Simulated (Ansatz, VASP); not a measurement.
**Cross-check of WS2 (Tungstenite) between VASP and Ansatz**

Aim: how closely do two programs agree when they are given the same cell, functional and k mesh? The cell is taken from a series of runs on this material, whose earlier steps may have relaxed, scaled, displaced or heated it; both programs get it as it stands.

Main program and level: Ansatz 0.2.0; plane waves, with VASP 6.6.1 beside it; single point at HSE06.

## 1. The starting structure

Symmetry: P6_3/mmc, No. 194, hexagonal system. The conventional cell has a = 3.180 Å, b = 3.180 Å, c = 13.100 Å, α = 90.00°, β = 90.00°, γ = 120.00°. Nearest to W lie 6 S at 2.41 Å. Nearest to S lie 3 W at 2.41 Å. Farther neighbours and most contacts between anions are not listed.

## 2. VASP: single point, HSE06

A single point gives forces, pressure and levels at one fixed geometry, so differences don't come from the geometry; what else differs is listed under the comparison.

Lines of VASP's logs that name or quote its potential files are left out, and so is its time.

The run reads the wave functions of an earlier VASP run, which isn't shown here.

INCAR reads:

```
SYSTEM = WS2
PREC = Accurate
ENCUT = 400
EDIFF = 1E-06
NELM = 100
ISMEAR = 0
SIGMA = 0.01
LREAL = .FALSE.
ALGO = Normal
LHFCALC = .TRUE.
AEXX = 0.25
GGA = PE
HFSCREEN = 0.208
LASPH = .TRUE.
NBANDS = 24
PRECFOCK = Fast
LORBIT = 11
LWAVE = .FALSE.
LCHARG = .FALSE.
KPAR = 4
NCORE = 2
ISIF = 2
```

POSCAR reads:

```
WS2
1.0
    3.1800000000      0.0000000000      0.0000000000
   -1.5900000000      2.7539607840      0.0000000000
    0.0000000000      0.0000000000     13.1000000000
W S
2 4
Direct
    0.3333333333      0.6666666667      0.2270992366
    0.6666666667      0.3333333333      0.7270992366
    0.3333333333      0.6666666667      0.6078244275
    0.6666666667      0.3333333333      0.1078244275
    0.3333333333      0.6666666667      0.8463740458
    0.6666666667      0.3333333333      0.3463740458
```

KPOINTS reads:

```
Automatic mesh
0
Gamma
4 4 2
0 0 0
```

The projector-augmented-wave data sets are W and S (PBE family, release 64).

Launch:

```console
$ mpirun -np 8 vasp_std
```

Numbers of over 12 decimals in the logs are rounded to 6 here.

The log of the run:

```text
[banner, memory and clock lines left out]
running    8 mpi-ranks, on    1 nodes
 distrk:  each k-point on    2 cores,    4 groups
 distr:  one band on    2 cores,    1 groups

 POSCAR found type information on POSCAR W S
 POSCAR found :  2 types and       6 ions
 LDA part: xc-table for (Slater+PW92), standard interpolation
 found WAVECAR, reading the header
 POSCAR, INCAR and KPOINTS ok, starting setup
 FFT: planning ... GRIDC
 FFT: planning ... GRID_SOFT
 FFT: planning ... GRID
 reading WAVECAR
 the WAVECAR file was read successfully
 initial charge from wavefunction
 entering main loop
       N       E                     dE             d eps       ncg     rms          rms(c)
DAV:   1    -0.565660230092E+02   -0.56566E+02   -0.18344E+00   400   0.144E+01    0.124E+01
DAV:   2    -0.565621018702E+02    0.39211E-02   -0.56615E-02   416   0.130E+00    0.725E+00
DAV:   3    -0.565602638717E+02    0.18380E-02   -0.14478E-02   504   0.643E-01    0.420E+00
DAV:   4    -0.565590912025E+02    0.11727E-02   -0.16366E-03   480   0.251E-01    0.253E+00
DAV:   5    -0.565588832075E+02    0.20799E-03   -0.12746E-03   472   0.173E-01    0.150E+00
DAV:   6    -0.565588568534E+02    0.26354E-04   -0.16813E-04   464   0.864E-02    0.847E-01
DAV:   7    -0.565588472879E+02    0.95655E-05   -0.47682E-05   520   0.409E-02    0.491E-01
DAV:   8    -0.565588477547E+02   -0.46671E-06   -0.82483E-06   496   0.161E-02
   1 F= -.56558848E+02 E0= -.56558848E+02  d E =-.769415E-54
```

OUTCAR, selected parts (step 2):

```text
ion  position               nearest neighbor table
   1  0.333  0.667  0.227-   4 2.41   4 2.41   4 2.41   6 2.41   6 2.41   6 2.41
   2  0.667  0.333  0.727-   3 2.41   3 2.41   3 2.41   5 2.41   5 2.41   5 2.41
   3  0.333  0.667  0.608-   2 2.41   2 2.41   2 2.41
   4  0.667  0.333  0.108-   1 2.41   1 2.41   1 2.41
   5  0.333  0.667  0.846-   2 2.41   2 2.41   2 2.41
   6  0.667  0.333  0.346-   1 2.41   1 2.41   1 2.41

  LATTYP: Found a hexagonal cell.
 ALAT       =     3.1800000000
 C/A-ratio  =     4.1194968553

 Subroutine GETGRP returns: Found 24 space group operations
 (whereof  6 operations were pure point group operations)

The static configuration has the point symmetry C_3v.
 The point group associated with its full space group is D_6h.

 Found      8 irreducible k-points:

   k-points           NKPTS =      8   k-points in BZ     NKDIM =     32   number of bands    NBANDS=     24

   dimension x,y,z NGX =    24 NGY =   24 NGZ =   90
   dimension x,y,z NGXF=    48 NGYF=   48 NGZF=  180

   ENCUT  =  400.0 eV  29.40 Ry    5.42 a.u.   5.19  5.19 21.36*2*pi/ulx,y,z

   NELECT =      36.0000    total number of electrons

 k-points in reciprocal lattice and weights: Automatic mesh
   0.00000000  0.00000000  0.00000000       0.031
   0.25000000  0.00000000  0.00000000       0.188
   0.50000000  0.00000000  0.00000000       0.094
   0.25000000  0.25000000  0.00000000       0.188
   0.00000000  0.00000000  0.50000000       0.031
   0.25000000  0.00000000  0.50000000       0.188
   0.50000000  0.00000000  0.50000000       0.094
   0.25000000  0.25000000  0.50000000       0.188

  exchange ACFDT corr.  =         0.00000000  see jH, gK, PRB 81, 115126

 average (electrostatic) potential at core
       1 -36.6856       2 -36.6855       3 -83.0679       4 -83.0679       5 -83.0679
       6 -83.0679

 E-fermi :   5.0963

 k-point     1 :       0.0000    0.0000    0.0000
  band No.  band energies     occupation
    ...
     14       2.6747      2.00000
     15       2.6747      2.00000
     16       2.9596      2.00000
     17       4.0532      2.00000
     18       4.9886      2.00000
     19       8.1488      0.00000
     20       8.1489      0.00000
     21       8.1549      0.00000
     22       8.1550      0.00000
     23       8.2448      0.00000
    ...

 k-point     2 :       0.2500    0.0000    0.0000
  band No.  band energies     occupation
    ...
     14       2.1708      2.00000
     15       2.2951      2.00000
     16       2.8737      2.00000
     17       3.4652      2.00000
     18       3.5555      2.00000
     19       7.1669      0.00000
     20       7.6683      0.00000
     21       7.7800      0.00000
     22       7.9565      0.00000
     23       8.2931      0.00000
    ...

 k-point     3 :       0.5000    0.0000    0.0000
  band No.  band energies     occupation
    ...
     14       2.0330      2.00000
     15       2.9518      2.00000
     16       3.0421      2.00000
     17       3.3302      2.00000
     18       3.4276      2.00000
     19       8.0313      0.00000
     20       8.0560      0.00000
     21       8.4368      0.00000
     22       8.6127      0.00000
     23       9.1881      0.00000
    ...

  Total       -3.3165089     -3.3165089     -2.7890407      0.0000000      0.0000000      0.0000000
  in kB      -46.3164837    -46.3164837    -38.9501625      0.0000000      0.0000000      0.0000000
  external PRESSURE =     -43.8610433 kB  Pullay stress =       0.0000000 kB

  energy-cutoff  :      400.00
  volume of cell :      114.72
      direct lattice vectors                 reciprocal lattice vectors
     3.180000000  0.000000000  0.000000000     0.314465409  0.181556688  0.000000000
    -1.590000000  2.753960784  0.000000000     0.000000000  0.363113377  0.000000000
     0.000000000  0.000000000 13.100000000     0.000000000  0.000000000  0.076335878

 POSITION                                       TOTAL-FORCE (eV/Angst)
 -----------------------------------------------------------------------------------
     -0.00000      1.83597      2.97500         0.000000     -0.000000     -0.000000
      1.59000      0.91799      9.52500        -0.000000      0.000000     -0.000000
     -0.00000      1.83597      7.96250         0.000000      0.000000      0.529941
      1.59000      0.91799      1.41250         0.000000     -0.000000      0.529941
     -0.00000      1.83597     11.08750        -0.000000      0.000000     -0.529941
      1.59000      0.91799      4.53750        -0.000000      0.000000     -0.529941
 -----------------------------------------------------------------------------------
    total drift:                               -0.000008     -0.000000     -0.000101

  FREE ENERGIE OF THE ION-ELECTRON SYSTEM (eV)
  ---------------------------------------------------
  free  energy   TOTEN  =       -56.5588477547 eV

  energy  without entropy=      -56.5588477547  energy(sigma->0) =      -56.55884775

 total charge
# of ion       s       p       d       tot
------------------------------------------
    1        0.651   0.725   4.450   5.825
    2        0.651   0.725   4.450   5.825
    3        1.355   2.364   0.000   3.719
    4        1.355   2.364   0.000   3.719
    5        1.355   2.364   0.000   3.719
    6        1.355   2.364   0.000   3.719
--------------------------------------------------
tot          6.720  10.905   8.899  26.525

[... 3 further parts left out ...]
```

This run has no spin polarisation, so a moment on W, if there is one, isn't seen. The data set W keeps the semicore shell frozen, which is cheaper and a little less accurate.

## 3. Ansatz: single point, HSE06

Ansatz runs on PAW files that the input asks for by source.

The same cell, functional and mesh now go to Ansatz, which takes its cutoff from its data sets.

input.yaml reads:

```yaml
crystal:
  lattice:
    - [3.18, 0.0, 0.0]
    - [-1.59, 2.753960784, 0.0]
    - [0.0, 0.0, 13.1]
  atoms:
    - { symbol: W, position: [0.3333333333, 0.6666666667, 0.2270992366] }
    - { symbol: W, position: [0.6666666667, 0.3333333333, 0.7270992366] }
    - { symbol: S, position: [0.3333333333, 0.6666666667, 0.6078244275] }
    - { symbol: S, position: [0.6666666667, 0.3333333333, 0.1078244275] }
    - { symbol: S, position: [0.3333333333, 0.6666666667, 0.8463740458] }
    - { symbol: S, position: [0.6666666667, 0.3333333333, 0.3463740458] }
kpoints:
  mp_grid: { grid: [4, 4, 2] }
hamiltonian:
  xc: hse06
  pseudopotentials: { kind: paw, source: ansatz }
scf:
  occupations: { method: fixed }
  n_extra_bands: 6
  convergence: { dr2_threshold: 1.0e-09 }
output:
  eigenvalues: true
```

Launch:

```console
$ ansatz run input.yaml --threads 16 --pin off --max-ram 73728MiB --backend cpu --events-out ev --progress --plain --runs-dir out
```

The log of the run:

```text
scf.n_extra_bands = 6 over 40 filled bands (N_el = 80.0): the run solves 46 bands
Engine: ansatz 0.2.0, aarch64-unknown-linux-gnu
Pseudopotentials: kind: paw
Pseudopotential: W, paw, valence charge 28, recommended cutoff 760 eV (normal), W.paw.azcp
Pseudopotential: S, paw, valence charge 6, recommended cutoff 510 eV (normal), S.paw.azcp
Functional definition: HSE06
  parameter a = 0.25
  parameter omega = 0.11/bohr
  exchange = pbe_x - a*pbe_x_sr(omega) + a*exact_x_sr(omega)
  correlation = pbe_c
davidson cushion auto → on  (no smearing: the cushion is to keep the highest requested band from converging to the state above it; pin scf.eigensolver.cushion to override)
Crystal: 6 atoms, lattice volume = 114.724 Å³
Basis set: ecut = 760 eV, 5417 PW (Γ)
Bands: 46, of which v1, the nominal top of the filled ones, is band 40 counted from 1 (39 counted from 0)
Symmetry: 24 space group operations
Space group: P63/mmc (ITA 194), of the structure as read, at distance tolerance 4.9e-5 Å
k-points: 8 of 32
Non-local potential: W, projectors of the file, l = 0: 3, l = 1: 3, l = 2: 2, l = 3: 3
Non-local potential: S, projectors of the file, l = 0: 2, l = 1: 2, l = 2: 2
PAW form: soft (Blöchl's): semilocal exchange-correlation on the pseudo side does not see the compensation charge
PAW frozen core: W, regenerated for the run's functional, and the local potential with it (the file was generated under x = pbe(κ = 0.804, μ = 0.219515), c = pbe(β = 0.066725))
PAW frozen core: S, regenerated for the run's functional, and the local potential with it (the file was generated under x = pbe(κ = 0.804, μ = 0.219515), c = pbe(β = 0.066725))
PAW one-centre angular grid: W, 590 points (default); XC on 96 Gauss nodes
PAW one-centre angular grid: S, 110 points (default); XC on 64 Gauss nodes
Initial density: superposition of atomic densities (chi_scale 0.1, normalization cell, long waves kept (reshape's long-wave potential 0.05 eV rms))
Initial wavefunctions: pseudopotential atomic-orbital guess
Functional: x = pbe(κ = 0.804, μ = 0.219515), c = pbe(β = 0.066725), warm-up for x = pbe(κ = 0.804, μ = 0.219515) + 0.25 (exact − pbe) at short range (hse, ω = 0.207870 Å⁻¹), c = pbe(β = 0.066725); HSE06 as pw.x's `hse` composes it (authors' and Libxc's form: `xc: wpbeh`)
SCF iter   1: F=—  HF=-39375.849362 eV  |F-HF|=—  |Δ(HF+E_count)|=         —  Δρ=3.79e-2  dr2=2.88e0  ethr=1.00e-1  ⟨swp⟩=4.4  Hψ=1037  notcnv=0
preconditioner: auto → none  [insulator: Δε(μ)=1.586 eV  Ē_g=18.347 eV  n_scr=40 (ndim 8)  ℏωp=27.7 eV  f_vac=0.100]
SCF iter   2: F=—  HF=-39376.046718 eV  |F-HF|=—  |Δ(HF+E_count)|=   1.97e-1  Δρ=3.13e-2  dr2=3.25e0  ethr=3.60e-3  ⟨swp⟩=5.4  Hψ=1091  notcnv=0  defer=1
SCF iter   3: F=—  HF=-39375.733914 eV  |F-HF|=—  |Δ(HF+E_count)|=   3.13e-1  Δρ=2.04e-2  dr2=1.28e0  ethr=3.60e-3  ⟨swp⟩=4.0  Hψ=950  notcnv=0
SCF iter   4: F=—  HF=-39375.555582 eV  |F-HF|=—  |Δ(HF+E_count)|=   1.78e-1  Δρ=8.37e-3  dr2=1.71e-1  ethr=1.60e-3  ⟨swp⟩=2.4  Hψ=819  notcnv=0
iter 5 solved again at ethr=7.01e-6 eV; its pass at ethr=2.13e-4 eV (dr2=5.61e-3 eV) is discarded
SCF iter   5: F=—  HF=-39375.532655 eV  |F-HF|=—  |Δ(HF+E_count)|=   2.29e-2  Δρ=1.93e-3  dr2=5.16e-3  ethr=7.01e-6  ⟨swp⟩=4.5  Hψ=1850  notcnv=0
SCF iter   6: F=-39375.532080 eV  HF=-39375.532111 eV  |F-HF|=3.14e-5  |Δ(HF+E_count)|=   5.44e-4  Δρ=3.79e-4  dr2=1.03e-4  ethr=6.45e-6  ⟨swp⟩=3.1  Hψ=865  notcnv=0
SCF 1 stopped early in 6 iterations: F = -39375.532080 eV  dr2 = 1.03e-4
  greatest PAW one-centre occupation: 0.998 electrons in one spin orbital (limit 2), on the W atom at site 1 (counted from 0), in its partial waves of l = 3
Initial density: handed on by an earlier stage of this run
Initial wavefunctions: those handed on with the density
Functional: x = pbe(κ = 0.804, μ = 0.219515) + 0.25 (exact − pbe) at short range (hse, ω = 0.207870 Å⁻¹), c = pbe(β = 0.066725); HSE06 as pw.x's `hse` composes it (authors' and Libxc's form: `xc: wpbeh`)
Exchange kernel: α = 0.2500, screened, ω = 0.2079 Å⁻¹, Wigner–Seitz truncation, v(0) = 1002.6396 eV·Å³, q-mesh 4×4×2, nearest image of the exchange supercell L = 12.72 Å, pair-density grid 25×25×120, without the augmentation charges, whose exchange is taken in its separable form by FFT convolution over the k-point mesh (the finest that the files' search goes to), smooth part of the exact exchange by density-matrix convolution
Frozen-core exchange: fock
SCF iter   1: F=—  HF=-39378.833999 eV  |F-HF|=—  |Δ(HF+E_count)|=         —  Δρ=9.04e-3  dr2=6.79e-2  ethr=1.28e-6  ⟨swp⟩=7.2  Hψ=1939  notcnv=0
preconditioner: auto → none  [insulator: Δε(μ)=2.100 eV  Ē_g=9.840 eV  n_scr=40 (ndim 8)  ℏωp=20.8 eV  f_vac=0.132]
SCF iter   2: F=—  HF=-39378.781408 eV  |F-HF|=—  |Δ(HF+E_count)|=   5.26e-2  Δρ=2.24e-3  dr2=1.84e-2  ethr=1.28e-6  ⟨swp⟩=4.0  Hψ=1488  notcnv=0
SCF iter   3: F=—  HF=-39378.777930 eV  |F-HF|=—  |Δ(HF+E_count)|=   3.48e-3  Δρ=5.33e-4  dr2=1.98e-3  ethr=1.28e-6  ⟨swp⟩=4.2  Hψ=1241  notcnv=0
[...]
SCF iter   6: F=—  HF=-39378.800003 eV  |F-HF|=—  |Δ(HF+E_count)|=   5.70e-4  Δρ=2.21e-4  dr2=6.50e-5  ethr=3.87e-8  ⟨swp⟩=4.5  Hψ=1285  notcnv=0
SCF iter   7: F=-39378.799985 eV  HF=-39378.799986 eV  |F-HF|=6.07e-7  |Δ(HF+E_count)|=   1.74e-5  Δρ=1.81e-5  dr2=3.84e-6  ethr=3.87e-8  ⟨swp⟩=3.0  Hψ=978  notcnv=0
SCF 2 stopped early in 7 iterations: F = -39378.799985 eV  dr2 = 3.84e-6
hybrid outer 1: dexx = +2.559e-2 eV, tail = 3.12e-4 eV
Exchange kernel: α = 0.2500, screened, ω = 0.2079 Å⁻¹, Wigner–Seitz truncation, v(0) = 1002.6396 eV·Å³, q-mesh 4×4×2, nearest image of the exchange supercell L = 12.72 Å, pair-density grid 25×25×120, without the augmentation charges, whose exchange is taken in its separable form by FFT convolution over the k-point mesh (the finest that the files' search goes to), smooth part of the exact exchange by density-matrix convolution
Frozen-core exchange: fock
SCF iter   1: F=—  HF=-39378.799664 eV  |F-HF|=—  |Δ(HF+E_count)|=         —  Δρ=8.06e-5  dr2=2.68e-5  ethr=1.95e-6  ⟨swp⟩=2.0  Hψ=816  notcnv=0
preconditioner: auto → none  [insulator: Δε(μ)=2.140 eV  Ē_g=9.801 eV  n_scr=40 (ndim 8)  ℏωp=20.8 eV  f_vac=0.133]
iter 2 solved again at ethr=1.93e-9 eV; its pass at ethr=2.46e-8 eV (dr2=1.54e-6 eV) is discarded
SCF iter   2: F=—  HF=-39378.799663 eV  |F-HF|=—  |Δ(HF+E_count)|=   1.23e-6  Δρ=3.12e-5  dr2=1.79e-6  ethr=1.93e-9  ⟨swp⟩=3.4  Hψ=1887  notcnv=0
SCF iter   3: F=—  HF=-39378.799664 eV  |F-HF|=—  |Δ(HF+E_count)|=   7.13e-7  Δρ=1.14e-5  dr2=2.85e-7  ethr=1.93e-9  ⟨swp⟩=3.8  Hψ=1005  notcnv=0
SCF iter   4: F=—  HF=-39378.799664 eV  |F-HF|=—  |Δ(HF+E_count)|=   7.50e-8  Δρ=1.54e-6  dr2=1.69e-8  ethr=2.51e-10  ⟨swp⟩=3.5  Hψ=1029  notcnv=0
SCF iter   5: F=—  HF=-39378.799664 eV  |F-HF|=—  |Δ(HF+E_count)|=   1.16e-7  Δρ=4.08e-6  dr2=5.62e-8  ethr=2.82e-12  ⟨swp⟩=5.8  Hψ=1434  notcnv=0
SCF iter   6: F=—  HF=-39378.799664 eV  |F-HF|=—  |Δ(HF+E_count)|=   1.10e-8  Δρ=6.96e-7  dr2=1.51e-9  ethr=2.82e-12  ⟨swp⟩=5.0  Hψ=1254  notcnv=0
SCF iter   7: F=-39378.799664 eV  HF=-39378.799664 eV  |F-HF|=1.82e-10  |Δ(HF+E_count)|=   5.36e-9  Δρ=4.38e-7  dr2=3.36e-10  ethr=2.27e-12 (applied; sched 1.00e-12)  ⟨swp⟩=5.0  Hψ=1116  notcnv=0
SCF 3 converged in 7 iterations: F = -39378.799664 eV  dr2 = 3.36e-10
hybrid outer 2: dexx = +1.369e-6 eV, tail = 2.07e-8 eV, Δε = 3.98e-3 eV (about 9.09e-5 eV left of the loop's levels)
hybrid SCF converged: 2 outer / 14 inner (+6 warm-up), last move |dexx| = 1.37e-6 eV, tail = 2.07e-8 eV
Stability not checked: this state was not tested for a lower state beside it, because the functional holds exact exchange (a hybrid, or Hartree-Fock), whose exchange loop this test does not read (fock_operator; see scf.lower_state_search)
Free energy (F): -39378.799664 eV
Frozen-core exchange: fock
Harris-Foulkes:  -39378.799664 eV  (|F-HF|=1.82e-10)
Internal energy: -39378.799664 eV  (E = F + TS)
E sigma→0 (E₀):  -39378.799664 eV
Fermi energy:    11.455072 eV
--- Per-component energies (eV) ---
  E_band       = -1049.068919
  E_kinetic    = 1956.922925
  E_local      = -29551.493029  (includes V_loc(G=0)·N_el)
  E_nonlocal   = 3546.863626
  E_hartree    = 11031.986829
  E_xc         = -690.019429
  E_vxc        = -770.750009  (∫ρ·V_xc dr)
  E_exx        = -310.917067  (= α·E_x^exact, valence–valence)
  E_paw        = -17360.559876  (= ΣΔE_a)
  E_vpaw       = 2327.246444  (= ΣTr[D̂ρ^β])
  E_aug_tail   = -0.000077  (compensation charges beyond the density's cutoff)
  E_ewald      = -8001.311664
  E_core_change = -0.271901  (= ΣΔE_core)
  E_smearing   = -0.000000  (= −TS)
  E_closure    = -0.000000  (closes the sum)
  Σ components = -39378.799664   (vs F -39378.799664, Δ=0.00e0)
--- Band table (eV; the first three rows and the last of 8) ---
  k-point 0: bands = [... 36 lower, 9.0800, 9.3518, 10.5053, 11.4551, 14.5671, 14.5671, 14.5716, 14.5716, ... 2 higher]
  k-point 1: bands = [... 36 lower, 9.0684, 9.0684, 11.1254, 11.1254, 14.5664, 14.5664, 14.5664, 14.5664, ... 2 higher]
  k-point 2: bands = [... 36 lower, 8.7054, 9.2883, 9.9071, 9.9968, 13.5952, 14.1040, 14.2146, 14.3962, ... 2 higher]
  k-point 7: bands = [... 36 lower, 8.6365, 8.6365, 10.2596, 10.2596, 13.9363, 13.9363, 14.9229, 14.9229, ... 2 higher]
```

## 4. Comparison

Known differences besides the potentials themselves: exact exchange at q = 0 is treated differently, which shows on coarse meshes; VASP keeps PBE cores, Ansatz makes them for the functional; fixed occupations in Ansatz, narrow Gaussian smearing in VASP; the data sets hold 80 valence electrons in Ansatz (on PAW files that the input asks for by source) and 36 in VASP; the cutoff is 760 eV in Ansatz and 400 eV in VASP; VASP takes a coarser grid for exact exchange (PRECFOCK = Fast). Total energies have different zeros and are not compared.

Compared:

```
              quantity  Ansatz   VASP  difference
gap on the k mesh (eV)   2.140  2.178      -0.038
```

A gap on the mesh is an upper bound, since the band edges may lie between its points; neither run holds spin-orbit coupling, which can move the band edges of a compound of W.

## 5. Results

| Property | Result |
| --- | --- |
| difference in gap on the k mesh (single point, HSE06) | -0.038 eV |

The difference in gap on the k mesh is -0.038 eV (single point, HSE06), within the 0.08 eV picked in this series as the mark of a large difference. The data sets hold unlike numbers of valence electrons (80 in Ansatz and 36 in VASP), so part of the differences comes from the potentials. How closely two codes agree says nothing of how well the functional describes the real material.

[Lines on the potential files, build, host, timing and source positions are cut from VASP's logs without a mark.]

[Logs are printed without paths, hosts, clocks, repeated set-up lines and the standing remarks that a program may print on its own settings, such as how far it seeks lower states.]

[Hosts, paths, dates, database ids (printed as entryN), source tags and the programs' standing remarks are cut or masked in the printed files.]
